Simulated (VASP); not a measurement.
**The (1 0 0) face of CdAu in VASP**

Wanted: how the (1 0 0) face of CdAu relaxes, and what it costs to take an electron out. The start is a cell from a database of measured crystal structures.

Calculated with VASP 6.6.1; PBEsol; plane waves and PAW (Au, Cd), in the first sound run; inputs show where later runs differ.

### Step 1. The starting structure

It takes space group Pmma (No. 51, orthorhombic). The conventional cell has a = 4.764 Å, b = 3.154 Å, c = 4.864 Å, α = 90.00°, β = 90.00°, γ = 90.00°. Nearest to Au lie 8 Cd at 2.90 to 2.92 Å and 4 Au at 3.00 to 3.15 Å. Nearest to Cd lie 8 Au at 2.90 to 2.92 Å and 4 Cd at 3.00 to 3.15 Å. Farther neighbours are not listed.

Coordinates:

```cif
data_structure
_symmetry_space_group_name_H-M 'P 1'
_symmetry_Int_Tables_number 1
_cell_length_a 4.7645
_cell_length_b 3.1540
_cell_length_c 4.8644
_cell_angle_alpha 90.000
_cell_angle_beta 90.000
_cell_angle_gamma 90.000
_cell_volume 73.10
loop_
_atom_site_label
_atom_site_type_symbol
_atom_site_fract_x
_atom_site_fract_y
_atom_site_fract_z
_atom_site_occupancy
Au1 Au 0.75000 0.50000 0.18800 1
Au2 Au 0.25000 0.50000 0.81200 1
Cd3 Cd 0.75000 0.00000 0.68800 1
Cd4 Cd 0.25000 0.00000 0.31200 1
```

### Step 2. The bulk reference

The surface energy counts from the bulk crystal, run with the slab's cutoff and functional on a dense mesh.

Input file INCAR:

```
SYSTEM = CdAu
PREC = Normal
ENCUT = 300
EDIFF = 1E-05
NELM = 120
ISMEAR = 1
SIGMA = 0.1
LREAL = .FALSE.
ALGO = Fast
GGA = PS
NBANDS = 29
LORBIT = 11
LWAVE = .FALSE.
LCHARG = .FALSE.
KPAR = 2
```

Input file POSCAR:

```
CdAu
1.0
    4.7645000000      0.0000000000      0.0000000000
    0.0000000000      3.1540000000      0.0000000000
    0.0000000000      0.0000000000      4.8644000000
Au Cd
2 2
Direct
    0.7500000000      0.5000000000      0.1880000000
    0.2500000000      0.5000000000      0.8120000000
    0.7500000000      0.0000000000      0.6880000000
    0.2500000000      0.0000000000      0.3120000000
```

Input file KPOINTS:

```
Automatic mesh
0
Gamma
7 10 7
0 0 0
```

The projector-augmented-wave data sets are Au and Cd (PBE family, release 64).

Command:

```sh
$ mpirun -np 2 vasp_std
```

The log of the run:

```text
[banner, memory and clock lines left out]
running    2 mpi-ranks, on    1 nodes
 distrk:  each k-point on    1 cores,    2 groups
 distr:  one band on    1 cores,    1 groups

 POSCAR found type information on POSCAR AuCd
 POSCAR found :  2 types and       4 ions
|                                                                             |
|               ----> ADVICE to this user running VASP <----                  |
|                                                                             |
|     You enforced a specific xc type in the INCAR file but a different       |
|     [... a line on the potential file left out ...]
|     I HOPE YOU KNOW WHAT YOU ARE DOING!                                     |
|                                                                             |

 LDA part: xc-table for (Slater+PW92), standard interpolation
 POSCAR, INCAR and KPOINTS ok, starting setup
 FFT: planning ... GRIDC
 FFT: planning ... GRID_SOFT
 FFT: planning ... GRID
 WAVECAR not read
 entering main loop
       N       E                     dE             d eps       ncg     rms          rms(c)
DAV:   1     0.240179837101E+03    0.24018E+03   -0.18031E+04  5621   0.104E+03
DAV:   2    -0.525586555009E+01   -0.24544E+03   -0.23553E+03  6062   0.307E+02
DAV:   3    -0.118471496164E+02   -0.65913E+01   -0.65471E+01  6253   0.558E+01
DAV:   4    -0.118755206968E+02   -0.28371E-01   -0.28364E-01  5916   0.335E+00
DAV:   5    -0.118757293590E+02   -0.20866E-03   -0.20866E-03  6283   0.307E-01    0.126E+01
RMM:   6    -0.110487038169E+02    0.82703E+00   -0.22506E+00  5568   0.953E+00    0.817E+00
RMM:   7    -0.109807846663E+02    0.67919E-01   -0.20922E-01  5613   0.256E+00    0.413E+00
RMM:   8    -0.109689452408E+02    0.11839E-01   -0.20254E-02  5706   0.989E-01    0.227E-01
RMM:   9    -0.109686778632E+02    0.26738E-03   -0.23709E-03  5837   0.261E-01    0.152E-01
RMM:  10    -0.109687121813E+02   -0.34318E-04   -0.59399E-04  5994   0.158E-01    0.710E-02
RMM:  11    -0.109686946711E+02    0.17510E-04   -0.17074E-04  5942   0.829E-02    0.250E-02
RMM:  12    -0.109686977430E+02   -0.30719E-05   -0.29751E-05  4103   0.261E-02
   1 F= -.10968698E+02 E0= -.10968401E+02  d E =-.889706E-03
```

It took 34 s on 2 MPI ranks of AMD EPYC 7R43, shared host; peak memory 0.27 GiB; 64 s of CPU time.

The logs omit lines about the potential files and the build; timing stands in the text.

OUTCAR, selected parts (step 2):

```text
ion  position               nearest neighbor table
   1  0.750  0.500  0.188-   3 2.90   3 2.90   3 2.90   3 2.90   4 2.92   4 2.92   4 2.92   4 2.92
                             2 3.00   2 3.00
   2  0.250  0.500  0.812-   4 2.90   4 2.90   4 2.90   4 2.90   3 2.92   3 2.92   3 2.92   3 2.92
                             1 3.00   1 3.00
   3  0.750  0.000  0.688-   1 2.90   1 2.90   1 2.90   1 2.90   2 2.92   2 2.92   2 2.92   2 2.92
                             4 3.00   4 3.00
   4  0.250  0.000  0.312-   2 2.90   2 2.90   2 2.90   2 2.90   1 2.92   1 2.92   1 2.92   1 2.92
                             3 3.00   3 3.00

  LATTYP: Found a simple orthorhombic cell.
 ALAT       =     3.1540000000
 B/A-ratio  =     1.5106214331
 C/A-ratio  =     1.5422954978

 Subroutine GETGRP returns: Found  8 space group operations
 (whereof  4 operations were pure point group operations)

The static configuration has the point symmetry C_2h.
 The point group associated with its full space group is D_2h.

 Found     96 irreducible k-points:

   k-points           NKPTS =     96   k-points in BZ     NKDIM =     96   number of bands    NBANDS=     29

   dimension x,y,z NGX =    20 NGY =   14 NGZ =   24
   dimension x,y,z NGXF=    40 NGYF=   28 NGZF=   48

   ENCUT  =  300.0 eV  22.05 Ry    4.70 a.u.   6.73  4.45  6.87*2*pi/ulx,y,z

   NELECT =      46.0000    total number of electrons

 k-points in reciprocal lattice and weights: Automatic mesh
   0.00000000  0.00000000  0.00000000       0.002
   0.14285714  0.00000000  0.00000000       0.004
   0.28571429  0.00000000  0.00000000       0.004
   0.42857143  0.00000000  0.00000000       0.004
   0.00000000  0.10000000  0.00000000       0.004
   0.14285714  0.10000000  0.00000000       0.008
   0.28571429  0.10000000  0.00000000       0.008
   0.42857143  0.10000000  0.00000000       0.008
   0.00000000  0.20000000  0.00000000       0.004
[...]
0.28571429  0.50000000  0.42857143       0.008
   0.42857143  0.50000000  0.42857143       0.008

 average (electrostatic) potential at core
       1 -67.5571       2 -67.5571       3 -35.7104       4 -35.7104

 E-fermi :   6.1860

 k-point     1 :       0.0000    0.0000    0.0000
  band No.  band energies     occupation
    ...
     20       2.6779      2.00000
     21       2.7419      2.00000
     22       4.3217      2.00000
     23       4.7808      2.00000
     24       5.9446      2.00337
     25       7.9873     -0.00000
     26      10.9925      0.00000
     27      11.4801      0.00000
     28      12.5012      0.00000
     29      13.4390      0.00000

 k-point     2 :       0.1429    0.0000    0.0000
  band No.  band energies     occupation
    ...
     19       2.6646      2.00000
     20       2.6762      2.00000
     21       2.7889      2.00000
     22       3.2434      2.00000
     23       4.8869      2.00000
     24       6.3814     -0.01853
     25       8.9844      0.00000
     26      10.4811      0.00000
     27      10.5587      0.00000
     28      12.7978      0.00000
    ...

 k-point     3 :       0.2857    0.0000    0.0000
  band No.  band energies     occupation
    ...
     19       2.3792      2.00000
     20       2.5597      2.00000
     21       2.6878      2.00000
     22       2.7552      2.00000
     23       5.2794      2.00000
     24       6.5254     -0.00002
     25       9.3598      0.00000
     26       9.6441      0.00000
     27      11.2878      0.00000
     28      13.6209      0.00000
    ...

  Total       -0.3142301     -0.6337414      0.4093396      0.0000000      0.0000000     -0.0000000
  in kB       -6.8873162    -13.8903867      8.9719339      0.0000000      0.0000000     -0.0000000
  external PRESSURE =      -3.9352563 kB  Pullay stress =       0.0000000 kB

  energy-cutoff  :      300.00
  volume of cell :       73.10
      direct lattice vectors                 reciprocal lattice vectors
     4.764500000  0.000000000  0.000000000     0.209885612  0.000000000  0.000000000
     0.000000000  3.154000000  0.000000000     0.000000000  0.317057705  0.000000000
     0.000000000  0.000000000  4.864400000     0.000000000  0.000000000  0.205575199

 POSITION                                       TOTAL-FORCE (eV/Angst)
 -----------------------------------------------------------------------------------
      3.57337      1.57700      0.91451        -0.000000     -0.000000     -0.095014
      1.19112      1.57700      3.94989         0.000000      0.000000      0.095014
      3.57337      0.00000      3.34671         0.000000     -0.000000      0.233010
      1.19112      0.00000      1.51769         0.000000     -0.000000     -0.233010
 -----------------------------------------------------------------------------------
    total drift:                               -0.000000     -0.000000     -0.000000

  FREE ENERGIE OF THE ION-ELECTRON SYSTEM (eV)
  ---------------------------------------------------
  free  energy   TOTEN  =       -10.9686977430 eV

  energy  without entropy=      -10.9678080375  energy(sigma->0) =      -10.96840117

 total charge
# of ion       s       p       d       tot
------------------------------------------
    1        0.596   0.340   8.720   9.655
    2        0.596   0.340   8.720   9.655
    3        0.465   0.358   9.483  10.306
    4        0.465   0.358   9.483  10.306
--------------------------------------------------
tot          2.120   1.396  36.406  39.922

[... 3 further parts left out ...]
```

The PAW data sets were made with PBE, which is usual practice but a small mismatch for other functionals.

This step gave:

```
electronic cycles                               : 12
electrons                                       : 46
free energy (TOTEN)                             : -10.97 eV
energy at zero smearing                         : -10.97 eV
Fermi energy                                    : 6.186 eV
labelled metallic, from the levels on this mesh : yes
```

Force by atom:

| atom | x (eV/Å) | y (eV/Å) | z (eV/Å) | size |
| --- | --- | --- | --- | --- |
| Au1 | 0.000 | 0.000 | -0.095 | 0.095 |
| Au2 | 0.000 | 0.000 | 0.095 | 0.095 |
| Cd3 | 0.000 | 0.000 | 0.233 | 0.233 |
| Cd4 | 0.000 | 0.000 | -0.233 | 0.233 |

The bulk cell was not relaxed and keeps forces of up to 0.23 eV/Å. A relaxed slab gains this strain too, so surface energies counted from it come out too low.

Energy at zero smearing: -10.96840 eV.

(Part 1 of 5 ends here.)

[Lines on the potential files, build, host, timing and source positions are cut from VASP's logs without a mark.]

[Logs are printed without paths, hosts, clocks, repeated set-up lines and the standing remarks that a program may print on its own settings, such as how far it seeks lower states.]

[Hosts, paths, dates, database ids (printed as entryN), source tags and the programs' standing remarks are cut or masked in the printed files.]

[In band tables of VASP the shares of atoms and orbitals are scaled to a sum of 1 inside the atoms' spheres.]

[Runs that stopped without an error message from VASP are left out.]
